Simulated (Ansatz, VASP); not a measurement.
# BeHg in two plane-wave programs, part 2 of 2

One calculation is typed for both programs; each brings its own data sets. How far apart do they land? The cell is generated by rule, not measured, and may not be a known phase. The cell is taken from a series of runs on this material, whose earlier steps may have relaxed, scaled, displaced or heated it; both programs get it as it stands.

VASP 6.6.1 and Ansatz 0.2.0.

So far: Starting point; VASP: zone-centre phonons, PBEsol.

The structure was built from a prototype and need not be the compound's stable phase.

### 3. Ansatz: zone-centre phonons, PBEsol

Level of this step: Ansatz beside VASP: Kohn-Sham DFT, plane waves, PBEsol (Ansatz).

Ansatz runs on norm-conserving files, of PseudoDojo where its log says so.

The same cell, functional, mesh and smearing now go to Ansatz, which takes its cutoff from its data sets.

File input.yaml:

```yaml
crystal:
  lattice:
    - [3.0448850306, -3.2402601265, 0.0]
    - [3.0448850306, 3.2402601265, 0.0]
    - [0.0, 0.0, 2.9868620125]
  atoms:
    - { symbol: Be, position: [0.1942106818, 0.1942106818, 0.5] }
    - { symbol: Be, position: [0.8057893182, 0.8057893182, 0.5] }
    - { symbol: Hg, position: [0.7215997783, 0.2784002217, 0.0] }
    - { symbol: Hg, position: [0.2784002217, 0.7215997783, 0.0] }
kpoints:
  mp_grid: { grid: [8, 8, 12] }
hamiltonian:
  xc: pbesol
  pseudopotentials: { kind: nc, accuracy: standard }
scf:
  occupations: { method: methfessel_paxton, width: 0.15 }
output:
  eigenvalues: true
phonons:
  method: dfpt
```

Command:

```bash
> ansatz run input.yaml --threads 4 --pin off --max-ram 7168MiB --backend cpu --events-out ev --progress --plain --runs-dir out
```

Numbers of over 12 decimals in the logs are rounded to 6 here.

Log:

```text
zone centre: on kpoints.mp_grid the ground state, and the responses unless they are solved on pairs of k-points, stand on 238 of the mesh's 768 k-points, reduced under 2 symmetry operations, with k and −k counted as one. Each operation leaves every solved displacement unchanged or reverses it
Engine: ansatz 0.2.0, aarch64-unknown-linux-gnu
Pseudopotentials: kind: nc
Pseudopotential: Be, nc, valence charge 4, recommended cutoff 1197.300995 eV (normal), Be.nc.azcp (PseudoDojo's, or run here from an input of PseudoDojo's; its table is named by hamiltonian.pseudopotentials.accuracy)
Pseudopotential: Hg, nc, valence charge 20, recommended cutoff 897.975746 eV (normal), Hg.nc.azcp (PseudoDojo's, or run here from an input of PseudoDojo's; its table is named by hamiltonian.pseudopotentials.accuracy)
Functional definition: PBEsol
  exchange = pbesol_x
  correlation = pbesol_c
Crystal: 4 atoms, lattice volume = 58.938 Å³
Basis set: ecut = 1197.300995 eV, 5551 PW (Γ), exchange–correlation on 108×108×72 points (8 copies of the dense FFT grid, shifted against one another)
Bands: 29, of which v1, the nominal top of the filled ones, is band 24 counted from 1 (23 counted from 0)
Symmetry: 8 space group operations
k-points: 238 of 768 (irreducible under 2 space group operations, time reversal used)
Non-local potential: Be, projectors of the file, l = 0: 2, l = 1: 2
Non-local potential: Hg, projectors of the file, l = 0: 2, l = 1: 2, l = 2: 2, l = 3: 1
Initial density: superposition of atomic densities (chi_scale 0.1, normalization cell, long waves kept (reshape's long-wave potential 0.00 eV rms))
Initial wavefunctions: pseudopotential atomic-orbital guess
Functional: x = pbesol(κ = 0.804, μ = 0.123457), c = pbesol(β = 0.046)
SCF iter   1: F=—  HF=-9819.768686 eV  |F-HF|=—  |Δ(HF+E_count)|=         —  Δρ=7.06e-2  dr2=5.33e0  ethr=3.10e-3  ⟨swp⟩=6.8  Hψ=33970  notcnv=0
preconditioner: auto → Kerker (q_TF=auto, 2.637 Å⁻¹)  [metal: Δε(μ)=0.026 eV  Ē_g=9.293 eV  σ=0.150 eV  W_gap=0.14  n_scr=18 (ndim 8)  ℏωp=25.6 eV  f_vac=0.000  D(μ)=0.94/eV (n_scr^D=4)]
SCF iter   2: F=—  HF=-9818.541223 eV  |F-HF|=—  |Δ(HF+E_count)|=    1.23e0  S|Δr|=    0.00e0  Δρ=3.29e-2  dr2=1.22e0  ethr=3.10e-3  ⟨swp⟩=3.0  Hψ=13618  notcnv=0  defer=166
SCF iter   3: F=—  HF=-9818.181211 eV  |F-HF|=—  |Δ(HF+E_count)|=   3.60e-1  S|Δr|=    0.00e0  Δρ=8.15e-3  dr2=8.30e-2  ethr=2.54e-3  ⟨swp⟩=3.1  Hψ=10618  notcnv=0  defer=171
SCF iter   4: F=—  HF=-9818.159929 eV  |F-HF|=—  |Δ(HF+E_count)|=   2.13e-2  S|Δr|=    0.00e0  Δρ=2.13e-3  dr2=2.49e-3  ethr=1.73e-4  ⟨swp⟩=2.1  Hψ=10020  notcnv=0  defer=167
SCF iter   5: F=—  HF=-9818.159254 eV  |F-HF|=—  |Δ(HF+E_count)|=   6.75e-4  S|Δr|=    0.00e0  Δρ=8.40e-4  dr2=2.52e-4  ethr=5.18e-6  ⟨swp⟩=2.1  Hψ=13371  notcnv=0  defer=159
SCF iter   6: F=—  HF=-9818.159188 eV  |F-HF|=—  |Δ(HF+E_count)|=   6.62e-5  S|Δr|=    0.00e0  Δρ=2.26e-4  dr2=2.90e-5  ethr=5.26e-7  ⟨swp⟩=2.8  Hψ=13014  notcnv=0  defer=159
SCF iter   7: F=—  HF=-9818.159175 eV  |F-HF|=—  |Δ(HF+E_count)|=   1.33e-5  S|Δr|=    0.00e0  Δρ=4.59e-5  dr2=8.09e-7  ethr=6.05e-8  ⟨swp⟩=2.2  Hψ=12007  notcnv=0  defer=159
SCF iter   8: F=—  HF=-9818.159581 eV  |F-HF|=—  |Δ(HF+E_count)|=   4.06e-4  S|Δr|=    0.00e0  Δρ=9.09e-6  dr2=3.24e-8  ethr=1.68e-9  ⟨swp⟩=2.1  Hψ=12499  notcnv=0  defer=159
SCF iter   9: F=—  HF=-9818.159581 eV  |F-HF|=—  |Δ(HF+E_count)|=   3.81e-9  S|Δr|=    0.00e0  Δρ=3.12e-6  dr2=2.92e-9  ethr=6.74e-11  ⟨swp⟩=2.6  Hψ=11510  notcnv=0  defer=159
SCF iter  10: F=—  HF=-9818.159581 eV  |F-HF|=—  |Δ(HF+E_count)|=   1.19e-9  S|Δr|=    0.00e0  Δρ=7.19e-7  dr2=1.94e-10  ethr=6.09e-12  ⟨swp⟩=2.1  Hψ=12150  notcnv=0  defer=159
SCF iter  11: F=—  HF=-9818.159581 eV  |F-HF|=—  |Δ(HF+E_count)|=  8.00e-11  S|Δr|=    0.00e0  Δρ=1.84e-7  dr2=1.10e-11  ethr=1.00e-12  ⟨swp⟩=2.3  Hψ=11736  notcnv=0  defer=159
SCF iter  12: F=-9818.159581 eV  HF=-9818.159581 eV  |F-HF|=5.46e-12  |Δ(HF+E_count)|=  1.82e-12  S|Δr|=    0.00e0  Δρ=4.01e-8  dr2=8.29e-13  ethr=1.00e-12  ⟨swp⟩=13.0  Hψ=45482  notcnv=0
SCF 1 converged in 12 iterations: F = -9818.159581 eV  dr2 = 8.29e-13
DFPT response loops at Γ: preconditioner auto → Kerker (q_TF=auto, 2.637 Å⁻¹) (partly filled bands, converged f_vac=0.000); β = 1.00, the filter's whole step (`scf.mixing.beta` (0.50) is not read by the response loops under this deck's `scf.mixing.preconditioner`; to damp them name `kerker` or `kerker_dos`, under which they read `scf.mixing.beta`, and type it under 1.00, their step now; both keys bind the ground state too); Broyden in place of MSR1
SCF converged after 12 iterations
Stability not checked: this state was not tested for a lower state beside it, because cold or Methfessel-Paxton smearing, or corrected tetrahedra, fill the levels in a way that the test cannot read (fill_not_monotonic; see scf.lower_state_search)
Free energy (F): -9818.159581 eV
Harris-Foulkes:  -9818.159581 eV  (|F-HF|=5.46e-12)
Internal energy: -9818.159868 eV  (E = F + TS)
E sigma→0 (E₀):  -9818.159653 eV
Entropy (-TS):   0.000287 eV (0.072 meV/atom)
Fermi energy:    15.489186 eV
--- Per-component energies (eV) ---
  E_band       = -1103.621594
  E_kinetic    = 3049.787718
  E_local      = -7226.626703  (includes V_loc(G=0)·N_el)
  E_nonlocal   = -223.621906
  E_hartree    = 2282.669040
  E_xc         = -1622.097965
  E_vxc        = -1268.498826  (∫ρ·V_xc dr)
  E_ewald      = -6078.270052
  E_smearing   = 0.000287  (= −TS)
  E_closure    = 0.000000  (closes the sum)
  Σ components = -9818.159581   (vs F -9818.159581, Δ=0.00e0)
--- Band table (eV; the first three rows and the last of 238) ---
  k-point 0: bands = [... 20 lower, 8.5239, 11.6137, 12.3411, 12.9033, 16.2756, 17.6637, 19.0192, 19.8168, ... 1 higher]
  k-point 1: bands = [... 20 lower, 8.5409, 11.8653, 12.5910, 12.9856, 16.3123, 17.8312, 18.2995, 19.9449, ... 1 higher]
  k-point 2: bands = [... 20 lower, 8.5724, 12.5248, 13.2357, 13.2616, 16.4143, 16.7537, 18.3139, 20.2169, ... 1 higher]
  k-point 237: bands = [... 20 lower, 11.9675, 12.1517, 12.2640, 12.5456, 13.5135, 14.0715, 16.5672, 17.2035, ... 1 higher]
--- Phonons (Γ-DFPT): 6 representative perturbations + reference, on 238 of 768 k-points (Σ response iterations 24) ---
  k mesh reduced under 2 symmetry operations, with k and −k counted as one. Each operation leaves every solved displacement unchanged or reverses it
  ASR residual: 8.474e-5 → 0.000e0 eV/Å²; symmetrization residual: 8.484e-6 eV/Å²
  ASR residual per site (eV/Å²): 3.53e-6 3.53e-6 8.47e-5 8.47e-5
  Γ frequencies (cm⁻¹): -19.30 0.00 0.00 0.00 66.43 97.97 158.98 178.83 223.85 268.92 281.30 380.58
  non-analytic LO–TO correction: not included (Born effective charges unavailable; polar crystals: no LO–TO splitting at Γ)
```

In the SCF lines HF is the Harris–Foulkes energy and dr2 the Hartree energy of the density residual, in eV; the loop may stop once dr2 is under the threshold and the program's other checks hold. Hψ counts applications of the Hamiltonian.

### 4. Differences

Known differences besides the potentials themselves: the data sets hold 48 valence electrons in Ansatz (on norm-conserving files, of PseudoDojo where its log says so) and 28 in VASP; the cutoff is 1197.3 eV in Ansatz and 600 eV in VASP. Total energies have different zeros and are not compared.

Compared:

```
                                              quantity  Ansatz   VASP  difference
optical mode 1 (imaginary, printed as negative) (cm⁻¹)   -19.3  -20.1        +0.8
                                 optical mode 2 (cm⁻¹)    66.4   68.4     -2.87 %
                                 optical mode 3 (cm⁻¹)    98.0  100.2     -2.26 %
                                 optical mode 4 (cm⁻¹)   159.0  162.0     -1.85 %
                                 optical mode 5 (cm⁻¹)   178.8  181.4     -1.43 %
                                 optical mode 6 (cm⁻¹)   223.8  225.5     -0.75 %
                                 optical mode 7 (cm⁻¹)   268.9  272.4     -1.26 %
                                 optical mode 8 (cm⁻¹)   281.3  284.3     -1.06 %
                                 optical mode 9 (cm⁻¹)   380.6  383.2     -0.69 %
```

Modes are paired by rising frequency, not by their patterns, so a pair may set unlike modes beside each other; they are those without the splitting of longitudinal modes.

### 5. What came out

* r.m.s. difference of the optical zone-centre modes, each program's sorted by frequency (zone-centre phonons, PBEsol): 2.5 cm⁻¹
* difference in optical mode 2 (zone-centre phonons, PBEsol): -2.9 %

**Reading.** The r.m.s. difference of the optical zone-centre modes, each program's sorted by frequency is 2.5 cm⁻¹ (zone-centre phonons, PBEsol). The data sets hold unlike numbers of valence electrons (48 in Ansatz and 28 in VASP), so part of the differences comes from the potentials. Among the rows given in per cent, the largest difference of the zone-centre phonons, PBEsol pair is in optical mode 2, -2.9 %. How closely two codes agree says nothing of how well the functional describes the real material.

[Lines on the potential files, build, host, timing and source positions are cut from VASP's logs without a mark.]

[Logs are printed without paths, hosts, clocks, repeated set-up lines and the standing remarks that a program may print on its own settings, such as how far it seeks lower states.]

[Hosts, paths, dates, database ids (printed as entryN), source tags and the programs' standing remarks are cut or masked in the printed files.]
